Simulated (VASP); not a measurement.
VASP input:

### INCAR
```
# general
SYSTEM  = GaP
PREC    = Accurate
ENCUT   = 400
LREAL   = .FALSE.
LASPH   = .TRUE.

# electronic loop
EDIFF   = 1E-6
NELM    = 100
ALGO    = Normal
LMAXMIX = 4

# smearing
ISMEAR  = 0
SIGMA   = 0.05

# functional
GGA     = PE

# ions
IBRION  = 2
NSW     = 60
ISIF    = 3
EDIFFG  = -0.01

# output
LWAVE   = .FALSE.
LCHARG  = .FALSE.
```

File KPOINTS:
```
Automatic mesh
0
Gamma
8 8 4
0 0 0
```

### POSCAR
```
GaP
1
    3.4350000000     0.0000000000     0.0000000000
   -1.7175000000     2.9747970000     0.0000000000
    0.0000000000     0.0000000000     5.7250000000
Ga P
2 2
Direct
  0.0000000000   0.0000000000   0.0000000000
  0.0000000000   0.0000000000   0.5000000000
  0.3333330000   0.6666670000   0.2500000000
  0.6666670000   0.3333330000   0.7500000000
```

POTCAR, in this order: Ga_d P (PBE.64 set). Program: vasp_std.

Question: Translate this PBE calculation to Ansatz.

Answer: One equivalent input (not run):
Ansatz 0.2 input:
```yaml
crystal:
  lattice:
    - [3.4350000, 0.0000000, 0.0000000]
    - [-1.7175000, 2.9747970, 0.0000000]
    - [0.0000000, 0.0000000, 5.7250000]
  atoms:
    - { symbol: Ga, position: [0.0000000, 0.0000000, 0.0000000] }
    - { symbol: Ga, position: [0.0000000, 0.0000000, 0.5000000] }
    - { symbol: P, position: [0.3333330, 0.6666670, 0.2500000] }
    - { symbol: P, position: [0.6666670, 0.3333330, 0.7500000] }
kpoints:
  mp_grid: { grid: [8, 8, 4] }
hamiltonian:
  xc: pbe
  pseudopotentials: { kind: paw }
scf:
  occupations: { method: gaussian, width: 0.05 }
  max_iter: 100
relax:
  max_steps: 60
  f_tol: 0.01
  cell: {}
output: { forces: true, stress: true, eigenvalues: true }
```
The two are equivalent in intent, not identical: each code has its own PAW files, so the cut-off isn't converted (ENCUT is set for VASP's; basis.ecutwfc is left out, and Ansatz then takes the one that its files recommend); Ansatz stops its SCF on the density residual and VASP on the energy change (EDIFF).

The structure was generated: GaP was put into the NiAs type type (P6_3/mmc), which need not be its known phase. This run relaxes it. Symmetry was kept, so distortions that lower it aren't found.
